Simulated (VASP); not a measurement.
OSZICAR of a VASP run on In (bct):

OSZICAR:
```
       N       E                     dE             d eps       ncg     rms          rms(c)
DAV:   1     0.681950552977E+02    0.68195E+02   -0.64803E+03  8170   0.170E+03
DAV:   2    -0.553204177952E+00   -0.68748E+02   -0.67653E+02  8216   0.285E+02
DAV:   3    -0.289602270112E+01   -0.23428E+01   -0.23308E+01  9418   0.625E+01
DAV:   4    -0.294486747954E+01   -0.48845E-01   -0.48830E-01 10458   0.868E+00
DAV:   5    -0.294665509217E+01   -0.17876E-02   -0.17875E-02  9830   0.138E+00    0.337E+00
DAV:   6    -0.289456955962E+01    0.52086E-01   -0.93985E-02  9282   0.749E+00    0.161E+00
DAV:   7    -0.288353492423E+01    0.11035E-01   -0.25371E-02 10690   0.363E+00    0.381E-01
DAV:   8    -0.288239730148E+01    0.11376E-02   -0.10904E-03  9508   0.699E-01    0.373E-02
DAV:   9    -0.288239829154E+01   -0.99006E-06   -0.15332E-05 10926   0.553E-02    0.189E-02
DAV:  10    -0.288239889181E+01   -0.60026E-06   -0.13084E-06  5090   0.239E-02
   1 F= -.15150705E+01 E0= -.15150104E+01  d E =-.151507E+01
       N       E                     dE             d eps       ncg     rms          rms(c)
DAV:   1    -0.289452315753E+01   -0.12125E-01   -0.13663E-01  9226   0.806E+00    0.417E-01
DAV:   2    -0.289049145636E+01    0.40317E-02   -0.88681E-03  9144   0.230E+00    0.169E-01
DAV:   3    -0.288969042566E+01    0.80103E-03   -0.19557E-03 11104   0.111E+00    0.583E-02
DAV:   4    -0.288962398534E+01    0.66440E-04   -0.13212E-04  9270   0.232E-01    0.175E-02
DAV:   5    -0.288962373946E+01    0.24588E-06   -0.14775E-05 10852   0.557E-02    0.146E-02
DAV:   6    -0.288962382067E+01   -0.81208E-07   -0.35148E-07  4602   0.833E-03
   2 F= -.15153656E+01 E0= -.15153074E+01  d E =-.295075E-03
       N       E                     dE             d eps       ncg     rms          rms(c)
DAV:   1    -0.289579848098E+01   -0.61747E-02   -0.51495E-02  9234   0.494E+00    0.257E-01
DAV:   2    -0.289427952432E+01    0.15190E-02   -0.33490E-03  9126   0.141E+00    0.104E-01
DAV:   3    -0.289397838097E+01    0.30114E-03   -0.73197E-04 11044   0.680E-01    0.361E-02
DAV:   4    -0.289395195041E+01    0.26431E-04   -0.49502E-05  9238   0.142E-01    0.109E-02
DAV:   5    -0.289395170176E+01    0.24865E-06   -0.55185E-06  8912   0.337E-02
   3 F= -.15154273E+01 E0= -.15153774E+01  d E =-.356830E-03
       N       E                     dE             d eps       ncg     rms          rms(c)
DAV:   1    -0.289492410501E+01   -0.97215E-03   -0.99263E-03  9628   0.121E+00    0.902E-02
DAV:   2    -0.289474848745E+01    0.17562E-03   -0.27486E-04 10818   0.396E-01    0.550E-02
DAV:   3    -0.289465276329E+01    0.95724E-04   -0.11600E-04 10702   0.318E-01    0.149E-02
DAV:   4    -0.289465268346E+01    0.79834E-07   -0.12940E-05  9440   0.487E-02    0.124E-02
DAV:   5    -0.289465242455E+01    0.25891E-06   -0.51260E-07  4392   0.170E-02
   4 F= -.15155764E+01 E0= -.15155376E+01  d E =-.149128E-03
       N       E                     dE             d eps       ncg     rms          rms(c)
DAV:   1    -0.289910347254E+01   -0.44508E-02   -0.89059E-02  9634   0.363E+00    0.271E-01
DAV:   2    -0.289750626665E+01    0.15972E-02   -0.25062E-03 10696   0.118E+00    0.166E-01
DAV:   3    -0.289664196841E+01    0.86430E-03   -0.10689E-03 10696   0.949E-01    0.442E-02
DAV:   4    -0.289664291177E+01   -0.94336E-06   -0.11609E-04  9534   0.147E-01    0.369E-02
DAV:   5    -0.289664187533E+01    0.10364E-05   -0.67997E-06 11176   0.509E-02    0.917E-03
DAV:   6    -0.289664190040E+01   -0.25066E-07   -0.26114E-07  4338   0.963E-03
   5 F= -.15159351E+01 E0= -.15158906E+01  d E =-.507814E-03
       N       E                     dE             d eps       ncg     rms          rms(c)
DAV:   1    -0.290970810233E+01   -0.13066E-01   -0.35442E-01  9600   0.724E+00    0.540E-01
DAV:   2    -0.290330035090E+01    0.64078E-02   -0.10183E-02 10666   0.230E+00    0.333E-01
DAV:   3    -0.289982309675E+01    0.34773E-02   -0.43869E-03 10612   0.186E+00    0.870E-02
DAV:   4    -0.289983165238E+01   -0.85556E-05   -0.47089E-04  9596   0.292E-01    0.755E-02
DAV:   5    -0.289982851395E+01    0.31384E-05   -0.28022E-05 12442   0.103E-01    0.171E-02
DAV:   6    -0.289982850137E+01    0.12581E-07   -0.90055E-07  4792   0.191E-02
   6 F= -.15159678E+01 E0= -.15159003E+01  d E =-.540435E-03
       N       E                     dE             d eps       ncg     rms          rms(c)
DAV:   1    -0.290070721837E+01   -0.87870E-03   -0.82551E-02  9740   0.344E+00    0.262E-01
DAV:   2    -0.289921488489E+01    0.14923E-02   -0.21987E-03 11330   0.110E+00    0.161E-01
DAV:   3    -0.289840362553E+01    0.81126E-03   -0.98641E-04 10612   0.932E-01    0.428E-02
DAV:   4    -0.289840850609E+01   -0.48806E-05   -0.11345E-04  9428   0.140E-01    0.375E-02
DAV:   5    -0.289840864608E+01   -0.14000E-06   -0.61878E-06 10602   0.480E-02
   7 F= -.15160615E+01 E0= -.15159760E+01  d E =-.634178E-03
       N       E                     dE             d eps       ncg     rms          rms(c)
DAV:   1    -0.289613696449E+01    0.22715E-02   -0.76380E-02  9164   0.614E+00    0.323E-01
DAV:   2    -0.289374542832E+01    0.23915E-02   -0.53200E-03  9154   0.180E+00    0.125E-01
DAV:   3    -0.289331276824E+01    0.43266E-03   -0.11254E-03 11330   0.831E-01    0.444E-02
DAV:   4    -0.289328487064E+01    0.27898E-04   -0.72492E-05  9122   0.160E-01    0.143E-02
DAV:   5    -0.289328572395E+01   -0.85332E-06   -0.66482E-06 10212   0.382E-02
   8 F= -.15163823E+01 E0= -.15162925E+01  d E =-.320841E-03
       N       E                     dE             d eps       ncg     rms          rms(c)
DAV:   1    -0.289079760604E+01    0.24873E-02   -0.73501E-02  9164   0.603E+00    0.316E-01
DAV:   2    -0.288850398272E+01    0.22936E-02   -0.50983E-03  9156   0.177E+00    0.123E-01
DAV:   3    -0.288808846185E+01    0.41552E-03   -0.10787E-03 11314   0.815E-01    0.436E-02
DAV:   4    -0.288806180444E+01    0.26657E-04   -0.69716E-05  9128   0.156E-01    0.142E-02
DAV:   5    -0.288806264131E+01   -0.83687E-06   -0.63675E-06 10110   0.375E-02
   9 F= -.15164748E+01 E0= -.15163988E+01  d E =-.413347E-03
```

Q: Which electronic solver shows in the log?

A: It is blocked Davidson (ALGO = Normal, or the opening steps of other solvers). The INCAR had ALGO = Normal.

Q: Can the final energy be trusted as converged?

A: The run converged. It stopped with EDIFF = 1E-6, NELM = 100, NSW = 40 and EDIFFG = -0.02 after 9 ionic steps (PBEsol GGA, plane waves, VASP's PBE PAW potentials (set 64)).

The compound is In in the bct structure. This run relaxes it under an external pressure of 10 GPa. Symmetry was kept, so distortions that lower it aren't found.
